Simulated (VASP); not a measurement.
Data:

```xyz
63
Lattice="8.7583 0.0000 0.0000 0.0000 8.7583 0.0000 0.0000 0.0000 8.7583" Properties=species:S:1:pos:R:3 pbc="T T T"
Si     4.3786     0.0001     0.0029
Si     6.5728     2.1837     0.0060
Si     6.5710     0.0001     2.1898
Si     8.7576     8.7558     0.0038
Si     2.1840     2.1838     0.0012
Si     4.3788     4.3769     0.0031
Si     6.5693     6.5694     0.0018
Si     2.1887     0.0010     2.1925
Si     4.3591     2.1864     2.1933
Si     6.5788     4.3903     2.1825
Si     4.3787     0.0013     4.3822
Si     6.5687     2.1871     4.4022
Si     6.5677     8.7578     6.5715
Si     8.7564     4.3649     0.0029
Si     2.1868     6.5699     0.0028
Si     8.7556     2.1840     2.1884
Si     2.1831     4.3398     2.1865
Si     4.4121     6.5708     2.1840
Si     8.7573     0.0004     4.3818
Si     2.1884     2.1868     4.3625
Si     6.5742     6.5681     4.3469
Si     2.1870     8.7580     6.5743
Si     4.3986     2.1868     6.5724
Si     6.5733     4.3385     6.5760
Si     8.7579     6.5696     2.1908
Si     8.7577     4.3769     4.3825
Si     2.1804     6.5698     4.4148
Si     0.0013     2.1829     6.5776
Si     2.1779     4.3896     6.5833
Si     4.3448     6.5671     6.5780
Si     8.7570     6.5688     6.5729
C      5.4813     1.0865     1.0925
C      7.6733     3.2772     1.0879
C      7.6681     1.0870     3.2798
C      1.0944     1.0922     1.0990
C      3.2812     3.2767     1.0925
C      5.4794     5.4741     1.0920
C      7.6629     7.6628     1.0977
C      3.2816     1.0909     3.2859
C      5.6028     3.1655     3.1584
C      7.6692     5.4738     3.2812
C      5.4755     1.0914     5.4792
C      7.6691     3.2761     5.4800
C      7.6616     1.0908     7.6674
C      1.0876     5.4857     1.0912
C      3.2735     7.6700     1.0921
C      1.0887     3.2773     3.2846
C      3.1437     5.6119     3.1466
C      5.4761     7.6658     3.2840
C      1.0884     1.0865     5.4855
C      3.1530     3.1633     5.6082
C      5.6104     5.6066     5.6132
C      7.6671     7.6678     5.4851
C      3.2759     1.0868     7.6725
C      5.4767     3.2768     7.6722
C      7.6673     5.4845     7.6712
C      1.0879     7.6703     3.2773
C      1.0888     5.4732     5.4830
C      3.2814     7.6643     5.4794
C      1.0831     3.2768     7.6780
C      3.2775     5.4729     7.6729
C      5.4813     7.6679     7.6711
C      1.0932     7.6636     7.6668
```
Cell charge +1.

The numbers are results of HSE06 screened hybrid, VASP's PBE PAW potentials (set 64) (plane waves; VASP), not measurements. Settings: PREC = Normal, LREAL = Auto, ISYM = 0, NELECT = 251.0, EDIFF = 1E-5, 400 eV cut-off, 1×1×1 Γ-centred mesh, Gaussian smearing of 0.050 eV, potentials Si C. Starting moments (MAGMOM): 63*0.0159. The cell's moment is fixed (NUPDOWN = 1).

The cell is charged, with a uniform compensating background. The supercell is sampled at Γ alone, which is coarse: total energies, pressure and levels can be off, energies of defects by several tenths of an eV.

Q: What does the run give for the cell moment, energy per atom (σ→0)?

A: 
The cell moment is 1.00 μB and the energy per atom (σ→0) is -8.728 eV/atom.

Q: Give the moment on each site (PAW-sphere projection).

A: 
```tsv
site	moment (μB)
Si1	0.00
Si2	0.00
Si3	0.00
Si4	0.00
Si5	0.00
Si6	0.00
Si7	0.00
Si8	0.00
Si9	-0.01
Si10	-0.01
Si11	0.00
Si12	-0.01
Si13	0.00
Si14	0.01
Si15	0.00
Si16	0.00
Si17	0.01
Si18	0.01
Si19	0.00
Si20	-0.01
Si21	0.01
Si22	0.00
Si23	-0.01
Si24	0.01
Si25	0.00
Si26	0.00
Si27	0.01
Si28	0.00
Si29	-0.01
Si30	0.01
Si31	0.00
C32	0.02
C33	0.03
C34	0.02
C35	0.00
C36	0.00
C37	0.00
C38	0.00
C39	0.00
C40	0.33
C41	0.00
C42	0.00
C43	0.00
C44	0.00
C45	0.01
C46	-0.01
C47	0.00
C48	-0.14
C49	0.00
C50	0.02
C51	0.33
C52	-0.14
C53	-0.01
C54	0.02
C55	0.00
C56	0.01
C57	-0.01
C58	0.00
C59	0.00
C60	0.03
C61	0.00
C62	-0.01
C63	0.00
```

Total energies compare only between runs with the same potentials, cut-off and functional.

The cell is a supercell with a defect, built from SiC (zinc blende): vac_Si, charge +1. The cell's shape comes from a PBE relaxation.
